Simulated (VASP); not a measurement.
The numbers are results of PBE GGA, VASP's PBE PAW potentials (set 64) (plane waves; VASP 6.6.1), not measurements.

A VASP calculation is set up with these files.

### POSCAR
```
Ga31As32
1.0
 11.5222104216   0.0000000000   0.0000000000
  0.0000000000  11.5222104216   0.0000000000
  0.0000000000   0.0000000000  11.5222104216
Ga As
31 32
direct
  0.5000000000   0.0000000000   0.0000000000
  0.7500000000   0.2500000000   0.0000000000
  0.7500000000   0.0000000000   0.2500000000
  0.0000000000   0.0000000000   0.0000000000
  0.2500000000   0.2500000000   0.0000000000
  0.5000000000   0.5000000000   0.0000000000
  0.7500000000   0.7500000000   0.0000000000
  0.2500000000   0.0000000000   0.2500000000
  0.5000000000   0.2500000000   0.2500000000
  0.7500000000   0.5000000000   0.2500000000
  0.5000000000   0.0000000000   0.5000000000
  0.7500000000   0.2500000000   0.5000000000
  0.7500000000   0.0000000000   0.7500000000
  0.0000000000   0.5000000000   0.0000000000
  0.2500000000   0.7500000000   0.0000000000
  0.0000000000   0.2500000000   0.2500000000
  0.2500000000   0.5000000000   0.2500000000
  0.5000000000   0.7500000000   0.2500000000
  0.0000000000   0.0000000000   0.5000000000
  0.2500000000   0.2500000000   0.5000000000
  0.7500000000   0.7500000000   0.5000000000
  0.2500000000   0.0000000000   0.7500000000
  0.5000000000   0.2500000000   0.7500000000
  0.7500000000   0.5000000000   0.7500000000
  0.0000000000   0.7500000000   0.2500000000
  0.0000000000   0.5000000000   0.5000000000
  0.2500000000   0.7500000000   0.5000000000
  0.0000000000   0.2500000000   0.7500000000
  0.2500000000   0.5000000000   0.7500000000
  0.5000000000   0.7500000000   0.7500000000
  0.0000000000   0.7500000000   0.7500000000
  0.6250000000   0.1250000000   0.1250000000
  0.8750000000   0.3750000000   0.1250000000
  0.8750000000   0.1250000000   0.3750000000
  0.1250000000   0.1250000000   0.1250000000
  0.3750000000   0.3750000000   0.1250000000
  0.6250000000   0.6250000000   0.1250000000
  0.8750000000   0.8750000000   0.1250000000
  0.3750000000   0.1250000000   0.3750000000
  0.6254130000   0.3791350000   0.3785160000
  0.8750000000   0.6250000000   0.3750000000
  0.6250000000   0.1250000000   0.6250000000
  0.8750000000   0.3750000000   0.6250000000
  0.8750000000   0.1250000000   0.8750000000
  0.1250000000   0.6250000000   0.1250000000
  0.3750000000   0.8750000000   0.1250000000
  0.1250000000   0.3750000000   0.3750000000
  0.3759360000   0.6266890000   0.3753570000
  0.6250000000   0.8750000000   0.3750000000
  0.1250000000   0.1250000000   0.6250000000
  0.3760740000   0.3791450000   0.6264650000
  0.6245300000   0.6225620000   0.6284130000
  0.8750000000   0.8750000000   0.6250000000
  0.3750000000   0.1250000000   0.8750000000
  0.6250000000   0.3750000000   0.8750000000
  0.8750000000   0.6250000000   0.8750000000
  0.1250000000   0.8750000000   0.3750000000
  0.1250000000   0.6250000000   0.6250000000
  0.3750000000   0.8750000000   0.6250000000
  0.1250000000   0.3750000000   0.8750000000
  0.3750000000   0.6250000000   0.8750000000
  0.6250000000   0.8750000000   0.8750000000
  0.1250000000   0.8750000000   0.8750000000
```

**KPOINTS**
```
Automatic mesh
0
Gamma
1 1 1
0 0 0
```

### INCAR
```
LMAXMIX = 4   ! l cut-off of mixed one-centre charges
MAGMOM = 63*0.0159
NELECT = 255.0
NUPDOWN = 1
LORBIT = 10
ENCUT = 400
LCHARG = .False.
LREAL = Auto   ! projection in real space or not
ISYM = 0
ISIF = 2   ! forces and stress, cell fixed
NSW = 60   ! most ionic steps
ALGO = Fast   ! Davidson, then RMM-DIIS
EDIFF = 1E-5   ! SCF stop (eV)
ISMEAR = 0   ! Gaussian
EDIFFG = -0.03   ! ionic stop
SIGMA = 0.05
LASPH = .True.
PREC = Normal
LWAVE = .False.
NELM = 100
ISPIN = 2   ! spin-polarised
GGA = PE   ! PBE
SYSTEM = Ga31As32
NELMIN = 4
IBRION = 2   ! conjugate gradients
```

POTCAR, in this order: Ga As (PBE.64 set). Program: vasp_gam.

Output

File OSZICAR:
```
...
RMM:   7    -0.248713746266E+03   -0.45515E-04   -0.31450E-04   684   0.259E-02    0.259E-02
RMM:   8    -0.248713769466E+03   -0.23199E-04   -0.10981E-04   575   0.149E-02    0.153E-02
RMM:   9    -0.248713786657E+03   -0.17191E-04   -0.65886E-05   510   0.110E-02    0.788E-03
RMM:  10    -0.248713791074E+03   -0.44176E-05   -0.14419E-05   403   0.527E-03
   5 F= -.24871379E+03 E0= -.24868115E+03  d E =-.107901E+00  mag=     1.0000
       N       E                     dE             d eps       ncg     rms          rms(c)
DAV:   1    -0.248744852130E+03   -0.31065E-01   -0.12065E+00   704   0.169E+00    0.267E-01
RMM:   2    -0.248750307868E+03   -0.54557E-02   -0.59220E-02   640   0.351E-01    0.131E-01
RMM:   3    -0.248751468722E+03   -0.11609E-02   -0.10594E-02   669   0.147E-01    0.953E-02
RMM:   4    -0.248751496016E+03   -0.27294E-04   -0.12287E-03   649   0.570E-02    0.545E-02
RMM:   5    -0.248751509630E+03   -0.13614E-04   -0.38020E-04   631   0.305E-02    0.241E-02
RMM:   6    -0.248751525079E+03   -0.15449E-04   -0.10318E-04   520   0.147E-02    0.107E-02
RMM:   7    -0.248751525881E+03   -0.80209E-06   -0.25490E-05   429   0.699E-03
   6 F= -.24875153E+03 E0= -.24872120E+03  d E =-.377348E-01  mag=     1.0000
       N       E                     dE             d eps       ncg     rms          rms(c)
DAV:   1    -0.248747285359E+03    0.42397E-02   -0.10553E+01   640   0.500E+00    0.905E-01
RMM:   2    -0.248794249236E+03   -0.46964E-01   -0.56972E-01   640   0.107E+00    0.313E-01
RMM:   3    -0.248806168757E+03   -0.11920E-01   -0.10601E-01   686   0.456E-01    0.305E-01
RMM:   4    -0.248805616253E+03    0.55250E-03   -0.96747E-03   641   0.164E-01    0.184E-01
RMM:   5    -0.248805654264E+03   -0.38011E-04   -0.38874E-03   645   0.909E-02    0.733E-02
RMM:   6    -0.248805698830E+03   -0.44566E-04   -0.71101E-04   675   0.427E-02    0.411E-02
RMM:   7    -0.248805694403E+03    0.44272E-05   -0.17107E-04   618   0.213E-02    0.181E-02
RMM:   8    -0.248805698621E+03   -0.42178E-05   -0.47685E-05   468   0.105E-02
   7 F= -.24880570E+03 E0= -.24878337E+03  d E =-.919075E-01  mag=     1.0000
       N       E                     dE             d eps       ncg     rms          rms(c)
DAV:   1    -0.248818318638E+03   -0.12624E-01   -0.31317E-01   704   0.986E-01    0.202E-01
RMM:   2    -0.248819890721E+03   -0.15721E-02   -0.21646E-02   640   0.256E-01    0.647E-02
RMM:   3    -0.248820172183E+03   -0.28146E-03   -0.34421E-03   663   0.101E-01    0.412E-02
RMM:   4    -0.248820164313E+03    0.78697E-05   -0.47428E-04   660   0.393E-02    0.220E-02
RMM:   5    -0.248820165747E+03   -0.14340E-05   -0.10572E-04   612   0.186E-02    0.964E-03
RMM:   6    -0.248820167223E+03   -0.14758E-05   -0.25265E-05   432   0.871E-03
   8 F= -.24882017E+03 E0= -.24879664E+03  d E =-.144686E-01  mag=     1.0000
       N       E                     dE             d eps       ncg     rms          rms(c)
DAV:   1    -0.248822900234E+03   -0.27345E-02   -0.27647E-01   656   0.926E-01    0.191E-01
RMM:   2    -0.248824295386E+03   -0.13952E-02   -0.19160E-02   640   0.241E-01    0.611E-02
RMM:   3    -0.248824547665E+03   -0.25228E-03   -0.30425E-03   663   0.950E-02    0.390E-02
RMM:   4    -0.248824541516E+03    0.61490E-05   -0.42636E-04   661   0.370E-02    0.210E-02
RMM:   5    -0.248824542836E+03   -0.13200E-05   -0.91926E-05   599   0.174E-02
   9 F= -.24882454E+03 E0= -.24879974E+03  d E =-.188442E-01  mag=     1.0000
       N       E                     dE             d eps       ncg     rms          rms(c)
DAV:   1    -0.248826697652E+03   -0.21561E-02   -0.10302E-01   672   0.581E-01    0.109E-01
RMM:   2    -0.248827227458E+03   -0.52981E-03   -0.66443E-03   640   0.142E-01    0.332E-02
RMM:   3    -0.248827331855E+03   -0.10440E-03   -0.11166E-03   672   0.580E-02    0.230E-02
RMM:   4    -0.248827328640E+03    0.32152E-05   -0.13711E-04   633   0.224E-02    0.115E-02
RMM:   5    -0.248827329470E+03   -0.82971E-06   -0.37472E-05   470   0.110E-02
  10 F= -.24882733E+03 E0= -.24880195E+03  d E =-.278663E-02  mag=     1.0000
       N       E                     dE             d eps       ncg     rms          rms(c)
DAV:   1    -0.248827586398E+03   -0.25776E-03   -0.48302E-02   688   0.398E-01    0.739E-02
RMM:   2    -0.248827840901E+03   -0.25450E-03   -0.31551E-03   640   0.979E-02    0.230E-02
RMM:   3    -0.248827891568E+03   -0.50667E-04   -0.53270E-04   670   0.402E-02    0.163E-02
RMM:   4    -0.248827890096E+03    0.14723E-05   -0.67230E-05   521   0.156E-02
  11 F= -.24882789E+03 E0= -.24880209E+03  d E =-.334726E-02  mag=     1.0000
       N       E                     dE             d eps       ncg     rms          rms(c)
DAV:   1    -0.248829085654E+03   -0.11941E-02   -0.33016E-02   688   0.327E-01    0.534E-02
RMM:   2    -0.248829223171E+03   -0.13752E-03   -0.17028E-03   640   0.729E-02    0.246E-02
RMM:   3    -0.248829251114E+03   -0.27943E-04   -0.30338E-04   672   0.303E-02    0.162E-02
RMM:   4    -0.248829250554E+03    0.56013E-06   -0.36653E-05   442   0.115E-02
  12 F= -.24882925E+03 E0= -.24880343E+03  d E =-.136046E-02  mag=     1.0000
       N       E                     dE             d eps       ncg     rms          rms(c)
DAV:   1    -0.248829275075E+03   -0.23961E-04   -0.16465E-01   640   0.731E-01    0.121E-01
RMM:   2    -0.248829962756E+03   -0.68768E-03   -0.85081E-03   640   0.163E-01    0.553E-02
RMM:   3    -0.248830101757E+03   -0.13900E-03   -0.15065E-03   685   0.676E-02    0.362E-02
RMM:   4    -0.248830100002E+03    0.17542E-05   -0.18300E-04   629   0.257E-02    0.179E-02
RMM:   5    -0.248830102226E+03   -0.22236E-05   -0.53502E-05   512   0.133E-02
  13 F= -.24883010E+03 E0= -.24880429E+03  d E =-.221213E-02  mag=     1.0000
       N       E                     dE             d eps       ncg     rms          rms(c)
DAV:   1    -0.248830155281E+03   -0.55279E-04   -0.96648E-03   704   0.177E-01    0.289E-02
RMM:   2    -0.248830191996E+03   -0.36715E-04   -0.46520E-04   640   0.382E-02    0.124E-02
RMM:   3    -0.248830198065E+03   -0.60687E-05   -0.76313E-05   504   0.155E-02    0.758E-03
RMM:   4    -0.248830197936E+03    0.12841E-06   -0.92451E-06   370   0.573E-03
  14 F= -.24883020E+03 E0= -.24880440E+03  d E =-.230784E-02  mag=     1.0000
       N       E                     dE             d eps       ncg     rms          rms(c)
DAV:   1    -0.248830867830E+03   -0.66977E-03   -0.42356E-02   672   0.350E-01    0.560E-02
RMM:   2    -0.248831053796E+03   -0.18597E-03   -0.21729E-03   640   0.768E-02    0.230E-02
RMM:   3    -0.248831090993E+03   -0.37197E-04   -0.38063E-04   653   0.320E-02    0.158E-02
RMM:   4    -0.248831089793E+03    0.12004E-05   -0.45082E-05   453   0.123E-02
  15 F= -.24883109E+03 E0= -.24880521E+03  d E =-.891857E-03  mag=     1.0000
       N       E                     dE             d eps       ncg     rms          rms(c)
DAV:   1    -0.248831027160E+03    0.63834E-04   -0.98638E-02   648   0.536E-01    0.862E-02
RMM:   2    -0.248831466645E+03   -0.43949E-03   -0.51341E-03   640   0.118E-01    0.375E-02
RMM:   3    -0.248831559317E+03   -0.92672E-04   -0.92621E-04   674   0.498E-02    0.260E-02
RMM:   4    -0.248831558169E+03    0.11484E-05   -0.11059E-04   588   0.194E-02    0.139E-02
RMM:   5    -0.248831557673E+03    0.49581E-06   -0.33350E-05   439   0.101E-02
  16 F= -.24883156E+03 E0= -.24880559E+03  d E =-.135974E-02  mag=     1.0000
       N       E                     dE             d eps       ncg     rms          rms(c)
DAV:   1    -0.248831913320E+03   -0.35515E-03   -0.29871E-02   704   0.287E-01    0.516E-02
RMM:   2    -0.248832057514E+03   -0.14419E-03   -0.16997E-03   640   0.665E-02    0.209E-02
RMM:   3    -0.248832087716E+03   -0.30202E-04   -0.30696E-04   643   0.276E-02    0.140E-02
RMM:   4    -0.248832087317E+03    0.39829E-06   -0.33280E-05   432   0.104E-02
  17 F= -.24883209E+03 E0= -.24880595E+03  d E =-.529644E-03  mag=     1.0000
```

OUTCAR:
```
------------------------ aborting loop because EDIFF is reached ----------------------------------------
  FORCE on cell =-STRESS in cart. coord.  units (eV):
  Direction    XX          YY          ZZ          XY          YZ          ZX
  --------------------------------------------------------------------------------------
  Total       12.5573504     12.5687737     12.6006651     -0.2020199      0.0806577     -0.4749632
  in kB       13.1522843     13.1642489     13.1976511     -0.2115910      0.0844791     -0.4974657
  external PRESSURE =      13.1713948 kB  Pullay stress =       0.0000000 kB
  volume of cell :     1529.70
      direct lattice vectors                 reciprocal lattice vectors
    11.522210422  0.000000000  0.000000000     0.086788903  0.000000000  0.000000000
     0.000000000 11.522210422  0.000000000     0.000000000  0.086788903  0.000000000
     0.000000000  0.000000000 11.522210422     0.000000000  0.000000000  0.086788903
  FREE ENERGIE OF THE ION-ELECTRON SYSTEM (eV)
  ---------------------------------------------------
  free  energy   TOTEN  =      -248.8320873174 eV

  energy  without entropy=     -248.7798038874  energy(sigma->0) =     -248.80594560

 total charge

# of ion       s       p       d       tot
------------------------------------------
    1        1.074   1.141   0.127   2.342
    2        1.067   1.140   0.125   2.332
    3        1.067   1.139   0.125   2.331
    4        1.066   1.138   0.123   2.327
    5        1.068   1.138   0.125   2.331
    6        1.065   1.141   0.124   2.330
    7        1.068   1.139   0.125   2.332
    8        1.068   1.138   0.124   2.330
    9        1.073   1.120   0.121   2.314
   10        1.073   1.122   0.121   2.317
   11        1.065   1.140   0.124   2.329
   12        1.073   1.121   0.121   2.316
   13        1.068   1.139   0.125   2.331
   14        1.074   1.142   0.127   2.342
   15        1.068   1.140   0.125   2.332
   16        1.067   1.138   0.125   2.330
   17        1.073   1.121   0.121   2.314
   18        1.073   1.123   0.121   2.317
   19        1.074   1.141   0.127   2.341
   20        1.073   1.120   0.121   2.314
   21        1.072   1.123   0.121   2.317
   22        1.067   1.140   0.125   2.332
   23        1.073   1.122   0.121   2.316
   24        1.072   1.124   0.122   2.319
   25        1.068   1.139   0.125   2.331
   26        1.065   1.141   0.124   2.330
   27        1.073   1.124   0.121   2.318
   28        1.068   1.140   0.125   2.332
   29        1.073   1.123   0.121   2.317
   30        1.072   1.124   0.121   2.318
   31        1.068   1.139   0.125   2.332
   32        1.205   1.589   0.024   2.819
   33        1.205   1.590   0.024   2.819
   34        1.205   1.589   0.024   2.819
   35        1.204   1.591   0.024   2.819
   36        1.202   1.589   0.023   2.814
   37        1.202   1.590   0.024   2.815
   38        1.204   1.592   0.024   2.819
   39        1.202   1.589   0.023   2.815
   40        1.260   1.494   0.023   2.777
   41        1.202   1.590   0.024   2.815
   42        1.202   1.589   0.024   2.815
   43        1.202   1.590   0.024   2.815
   44        1.204   1.592   0.024   2.819
   45        1.206   1.588   0.024   2.818
   46        1.205   1.589   0.024   2.819
   47        1.202   1.589   0.023   2.814
   48        1.256   1.497   0.023   2.777
   49        1.202   1.589   0.023   2.815
   50        1.205   1.589   0.024   2.818
   51        1.258   1.496   0.023   2.777
   52        1.256   1.498   0.023   2.777
   53        1.206   1.588   0.024   2.818
   54        1.205   1.589   0.024   2.818
   55        1.202   1.590   0.024   2.815
   56        1.206   1.589   0.024   2.818
   57        1.206   1.589   0.024   2.819
   58        1.202   1.589   0.024   2.815
   59        1.202   1.589   0.024   2.815
   60        1.205   1.590   0.024   2.819
   61        1.202   1.590   0.024   2.815
   62        1.206   1.589   0.024   2.819
   63        1.204   1.592   0.024   2.819
--------------------------------------------------
tot         71.903  85.613   4.586 162.102

 magnetization (x)

# of ion       s       p       d       tot
------------------------------------------
    1       -0.001   0.003   0.002   0.004
    2        0.000   0.001   0.001   0.003
    3        0.000   0.001   0.001   0.003
    4        0.001   0.002   0.001   0.004
    5        0.000   0.001   0.001   0.003
    6        0.001   0.001   0.001   0.003
    7        0.000   0.001   0.001   0.003
    8        0.000   0.001   0.001   0.003
    9        0.000   0.004   0.002   0.006
   10        0.000   0.003   0.002   0.006
   11        0.001   0.001   0.001   0.003
   12        0.000   0.004   0.002   0.006
   13        0.000   0.001   0.001   0.003
   14       -0.001   0.002   0.002   0.004
   15        0.000   0.001   0.001   0.003
   16        0.000   0.002   0.001   0.003
   17        0.000   0.005   0.002   0.007
   18        0.000   0.004   0.002   0.006
...
```
(Selected blocks of OUTCAR.)

File CONTCAR:
```
Ga31As32
   1.00000000000000
    11.5222104216000005    0.0000000000000000    0.0000000000000000
     0.0000000000000000   11.5222104216000005    0.0000000000000000
     0.0000000000000000    0.0000000000000000   11.5222104216000005
  Ga              As
    31    32
Direct
     0.5002020671875174    0.0003824380047449    0.0002774652232152
     0.7490347035627652    0.2509943135006245    0.9993369280910440
     0.7491377922544226    0.9994265845579455    0.2509077822952644
     0.0002028796783805    0.9997123222091818    0.9999226799551068
     0.2512144157747228    0.2509844034079399    0.0003789530296894
     0.5000765172583410    0.5001483725001866    0.0002953944264761
     0.7489700596629033    0.7486622977641917    0.0003834053585826
     0.2514045917499857    0.0004894879317686    0.2513073236208200
     0.5062251052400559    0.2551986478511638    0.2552317822021443
     0.7450239238897003    0.4940306821923266    0.2550882170485318
     0.5001341002923658    0.0002164347106182    0.5002869432144246
     0.7450290941697389    0.2551609382536241    0.4940609963362785
     0.7488189177161659    0.0004038292009132    0.7488344967166231
     0.9998057386930296    0.4994749066512151    0.0004126722987680
     0.2511939225754047    0.7488219061496374    0.9997293543633146
     0.0006148985862486    0.2508452208611863    0.2509857824574398
     0.2549117055964847    0.5057578764382584    0.2550319476038568
     0.4942865591937968    0.7454842902024338    0.2547943851126131
     0.9998717476263453    0.0004859597069588    0.4999499922725997
     0.2550700798170882    0.2552001821891025    0.5061186085070877
     0.7452746136707775    0.7452877158380712    0.5058021438081352
     0.2511528845553334    0.9996111976099187    0.7490415110057512
     0.4941402289245632    0.2553099368506585    0.7450665059385568
     0.7453749444593966    0.5055397992246855    0.7454383538982757
     0.9996168047812978    0.7486878164099212    0.2511895747375245
     0.9999656093812860    0.5001401818721344    0.5001796119344681
     0.2544895634508050    0.7456856173638913    0.4941745106213504
     0.9994444605913727    0.2509990430960123    0.7489604053886498
     0.2546356291682728    0.4941350061674473    0.7456785059485422
     0.5057263256990888    0.7455404966958126    0.7456671381878335
     0.0003951018102727    0.7487761861639701    0.7489528162820941
     0.6248882501455526    0.1253669416406602    0.1252799890000759
     0.8747260782699877    0.3751828903392903    0.1252954255365411
     0.8747545531084910    0.1252949581946318    0.3752759339163410
     0.1255351408582905    0.1251863693480764    0.1253204977094288
     0.3754711329133306    0.3753652087521030    0.1269057226259216
     0.6246912163136991    0.6247503243591109    0.1269143794656851
     0.8748084191161470    0.8744767840254069    0.1252997226284328
     0.3755834310457110    0.1271365160007058    0.3756478247324022
     0.6136129190010021    0.3870281731970760    0.3868101092490679
     0.8731865398922006    0.6246573663567865    0.3754560447867649
     0.6246377524472957    0.1271613468198034    0.6247576283893287
     0.8732626870359249    0.3753979819730343    0.6247166348548919
     0.8747035242795008    0.1252297555408538    0.8746783003853194
     0.1250995879717397    0.6246461430264557    0.1251795128380550
     0.3753502204836295    0.8750942132300060    0.1251060510672427
     0.1266608626319611    0.3753536714670768    0.3754728683571197
     0.3856768175630657    0.6148901222933940    0.3860759669074021
     0.6247760237514416    0.8734749786514238    0.3754139823288149
     0.1252021165986543    0.1252690052256476    0.6248619162543022
     0.3859606290489289    0.3868625155037296    0.6143125587784146
     0.6143690621080909    0.6146783539709693    0.6149150396724139
     0.8749751380086116    0.8750390641035946    0.6247929331091377
     0.3754946141008391    0.1252524194577072    0.8748468405137910
     0.6246392299194540    0.3754766207958219    0.8734176061712162
     0.8750015873168132    0.6245563976295928    0.8750382358322194
     0.1248727889348968    0.8752464579434591    0.3752644355973437
     0.1267235660824795    0.6247567652526012    0.6248011097424349
     0.3753307030815848    0.8734596202054782    0.6248221377527595
     0.1248925459814787    0.3752154288145355    0.8751365889984886
     0.3753716759653733    0.6247722608097319    0.8735714910222364
     0.6247945579170926    0.8751136506688348    0.8751853167811022
     0.1254546410888083    0.8745446028258549    0.8746920071102448
```

### OUTCAR
```
 val. band max:        2.4580984679   @ k =   0.0000   0.0000   0.0000

 cond. band min:       2.5243189475   @ k =   0.0000   0.0000   0.0000


 Fermi energy:         2.4749050130

 spin component 1

 k-point     1 :       0.0000    0.0000    0.0000
  band No.  band energies     occupation
      1     -10.0352      1.00000
      2      -9.2623      1.00000
      3      -9.2621      1.00000
      4      -9.2349      1.00000
      5      -9.2329      1.00000
      6      -9.2317      1.00000
      7      -9.1489      1.00000
      8      -8.6723      1.00000
      9      -8.6714      1.00000
     10      -8.6709      1.00000
     11      -8.6605      1.00000
     12      -8.6599      1.00000
     13      -8.6588      1.00000
     14      -8.6439      1.00000
     15      -8.6433      1.00000
     16      -8.6417      1.00000
     17      -8.6363      1.00000
     18      -8.6347      1.00000
     19      -8.6336      1.00000
     20      -8.4104      1.00000
     21      -8.4074      1.00000
     22      -8.4036      1.00000
     23      -8.0411      1.00000
     24      -7.9533      1.00000
     25      -7.9527      1.00000
     26      -7.9507      1.00000
     27      -7.8734      1.00000
     28      -7.8726      1.00000
     29      -7.8715      1.00000
     30      -7.6237      1.00000
     31      -7.6167      1.00000
     32      -7.6075      1.00000
     33      -4.3482      1.00000
     34      -4.3142      1.00000
     35      -4.3136      1.00000
     36      -4.1108      1.00000
     37      -4.1103      1.00000
     38      -4.1086      1.00000
     39      -4.1021      1.00000
     40      -4.1016      1.00000
     41      -4.0798      1.00000
     42      -4.0669      1.00000
     43      -4.0650      1.00000
     44      -4.0645      1.00000
     45      -3.7709      1.00000
     46      -3.2506      1.00000
     47      -3.2501      1.00000
     48      -3.2149      1.00000
     49      -3.2143      1.00000
...
```

The cell is charged, with a uniform compensating background. The supercell is sampled at Γ alone, which is coarse: total energies, pressure and levels can be off, energies of defects by several tenths of an eV.

The cell is a supercell with a defect, built from GaAs (zinc blende): vac_Ga, charge -2.
